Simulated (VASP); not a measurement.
Output of a VASP run:

File OUTCAR:
```
 ion  position               nearest neighbor table
   1  0.000  0.000  0.000-
  LATTYP: Found a body centered cubic cell.
 ALAT       =     6.0632448808
 Subroutine PRICEL returns:
 Original cell was already a primitive cell.
 Subroutine GETGRP returns: Found 48 space group operations
The static configuration has the point symmetry O_h .
The dynamic configuration has the point symmetry O_h .
 Subroutine INISYM returns: Found 48 space group operations
 Subroutine IBZKPT returns following result:
 Found     35 irreducible k-points:

 Following reciprocal coordinates:
            Coordinates               Weight
  0.000000  0.000000  0.000000      1.000000
  0.111111  0.000000  0.000000     12.000000
  0.222222  0.000000  0.000000     12.000000
  0.333333  0.000000  0.000000     12.000000
  0.444444  0.000000  0.000000     12.000000
  0.111111  0.111111  0.000000     24.000000
  0.222222  0.111111  0.000000     48.000000
  0.333333  0.111111 -0.000000     48.000000
  0.444444  0.111111  0.000000     24.000000
  0.222222  0.222222  0.000000     24.000000
  0.333333  0.222222  0.000000     48.000000
  0.333333  0.333333  0.000000      8.000000
  0.111111  0.111111  0.111111      8.000000
  0.222222  0.111111  0.111111     24.000000
  0.333333  0.111111  0.111111     24.000000
 -0.111111  0.111111  0.111111      6.000000
  0.222222  0.222222  0.111111     24.000000
  0.333333  0.222222  0.111111     24.000000
 -0.222222  0.222222  0.111111     24.000000
 -0.333333  0.333333  0.111111     24.000000
 -0.222222  0.333333  0.111111     24.000000
 -0.444444  0.444444  0.111111     24.000000
 -0.333333  0.444444  0.111111     48.000000
 -0.444444 -0.444444  0.111111     24.000000
 -0.333333 -0.444444  0.111111     24.000000
  0.222222  0.222222  0.222222      8.000000
 -0.222222  0.222222  0.222222      6.000000
 -0.333333  0.333333  0.222222     24.000000
 -0.444444  0.444444  0.222222     24.000000
 -0.333333  0.444444  0.222222     24.000000
 -0.444444 -0.444444  0.222222     24.000000
 -0.333333  0.333333  0.333333      6.000000
 -0.444444  0.444444  0.333333     24.000000
 -0.444444 -0.444444  0.333333      8.000000
 -0.444444  0.444444  0.444444      6.000000
   k-points           NKPTS =     35   k-points in BZ     NKDIM =     35   number of bands    NBANDS=      8
   number of dos      NEDOS =    301   number of ions     NIONS =      1
   total plane-waves  NPLWV =  64000
   dimension x,y,z NGX =    40 NGY =   40 NGZ =   40
   dimension x,y,z NGXF=    80 NGYF=   80 NGZF=   80
   ions per type =               1
   PREC   = accura    normal or accurate (medium, high low for compatibility)
   ISTART =      0    job   : 0-new  1-cont  2-samecut
   ICHARG =      2    charge: 1-file 2-atom 10-const
   ISPIN  =      1    spin polarized calculation?
   LNONCOLLINEAR =      F non collinear calculations
   LSORBIT =      F    spin-orbit coupling
   INIWAV =      1    electr: 0-lowe 1-rand  2-diag
   ENCUT  =  520.0 eV  38.22 Ry    6.18 a.u.   9.76  9.76  9.76*2*pi/ulx,y,z
   NELM   =    100;   NELMIN=  2; NELMDL= -5     # of ELM steps
   EDIFF  = 0.1E-06   stopping-criterion for ELM
   LREAL  =      F    real-space projection
   NLSPLINE    = F    spline interpolate recip. space projectors
   LMAXMIX     =    4 max onsite mixed and CHGCAR
   VOSKOWN=      0    Vosko Wilk Nusair interpolation
   EDIFFG = 0.1E-05   stopping-criterion for IOM
   NSW    =      0    number of steps for IOM
   NBLOCK =      1;   KBLOCK =      1    inner block; outer block
   IBRION =     -1    ionic relax: 0-MD 1-quasi-New 2-CG
   NFREE  =      0    steps in history (QN), initial steepest desc. (CG)
   ISIF   =      2    stress and relaxation
   ISYM   =      2    0-nonsym 1-usesym 2-fastsym
   TEIN   =    0.0    initial temperature
   TEBEG  =    0.0;   TEEND  =   0.0 temperature during run
   SMASS  =  -3.00    Nose mass-parameter (am)
...
```

OSZICAR:
```
       N       E                     dE             d eps       ncg     rms          rms(c)
DAV:   1     0.530943401018E+02    0.53094E+02   -0.29330E+03   560   0.771E+02
DAV:   2     0.308632165501E+01   -0.50008E+02   -0.49426E+02   808   0.122E+02
DAV:   3    -0.892090828364E+00   -0.39784E+01   -0.39780E+01   560   0.428E+01
DAV:   4    -0.943281779259E+00   -0.51191E-01   -0.51193E-01  1048   0.588E+00
DAV:   5    -0.943304668308E+00   -0.22889E-04   -0.22889E-04   720   0.828E-02    0.131E-01
DAV:   6    -0.943190918966E+00    0.11375E-03   -0.11760E-03  1000   0.202E-01    0.921E-02
DAV:   7    -0.943512643729E+00   -0.32172E-03   -0.32760E-03   760   0.358E-01    0.325E-02
DAV:   8    -0.943565798233E+00   -0.53155E-04   -0.99862E-05   816   0.827E-02    0.538E-03
DAV:   9    -0.943567086147E+00   -0.12879E-05   -0.31642E-06   936   0.112E-02    0.293E-03
DAV:  10    -0.943566676098E+00    0.41005E-06   -0.68082E-07   832   0.522E-03    0.410E-04
DAV:  11    -0.943566711935E+00   -0.35837E-07   -0.14458E-08   584   0.916E-04
   1 F= -.94356671E+00 E0= -.94319158E+00  d E =-.112540E-02
```

### OUTCAR
```
------------------------ aborting loop because EDIFF is reached ----------------------------------------
  FORCE on cell =-STRESS in cart. coord.  units (eV):
  Direction    XX          YY          ZZ          XY          YZ          ZX
  --------------------------------------------------------------------------------------
  Total       -0.0390235     -0.0390235     -0.0390235      0.0000000      0.0000000     -0.0000000
  in kB       -0.5609849     -0.5609849     -0.5609849      0.0000000      0.0000000     -0.0000000
  external PRESSURE =      -0.5609849 kB  Pullay stress =       0.0000000 kB
  volume of cell :      111.45
      direct lattice vectors                 reciprocal lattice vectors
    -3.031622440  3.031622440  3.031622440     0.000000000  0.164928189  0.164928189
     3.031622440 -3.031622440  3.031622440     0.164928189  0.000000000  0.164928189
     3.031622440  3.031622440 -3.031622440     0.164928189  0.164928189  0.000000000
 POSITION                                       TOTAL-FORCE (eV/Angst)
 -----------------------------------------------------------------------------------
      0.00000      0.00000      0.00000         0.000000     -0.000000      0.000000
 -----------------------------------------------------------------------------------
    total drift:                               -0.000000     -0.000000     -0.000000
  FREE ENERGIE OF THE ION-ELECTRON SYSTEM (eV)
  ---------------------------------------------------
  free  energy   TOTEN  =        -0.9435667119 eV

  energy  without entropy=       -0.9424413092  energy(sigma->0) =       -0.94319158
```
(Selected blocks of OUTCAR.)

File POSCAR:
```
Cs
1
   -3.0316224404     3.0316224404     3.0316224404
    3.0316224404    -3.0316224404     3.0316224404
    3.0316224404     3.0316224404    -3.0316224404
Cs
1
Direct
  0.0000000000   0.0000000000   0.0000000000
```

Question: Reconstruct the remaining input files.

Answer: Several could match; the one computed here: the input of the run itself, PBEsol GGA, plane waves, VASP's PBE PAW potentials (set 64).

### INCAR
```
! general
SYSTEM  = Cs
PREC    = Accurate
ENCUT   = 520
LREAL   = F
LASPH   = T

! electronic loop
EDIFF   = 1E-7
NELM    = 100
ALGO    = Normal
LMAXMIX = 4

! smearing
ISMEAR  = 1
SIGMA   = 0.1

! functional
GGA     = PS

! ions
ISIF    = 2

! output
LWAVE   = F
LCHARG  = F
```

**KPOINTS**
```
Automatic mesh
0
Gamma
9 9 9
0 0 0
```

POTCAR, in this order: Cs_sv (PBE.64 set). Program: vasp_std.

The compound is Cs in the bcc structure. This cell is one point of a volume scan, at 1.03 of the reference volume.
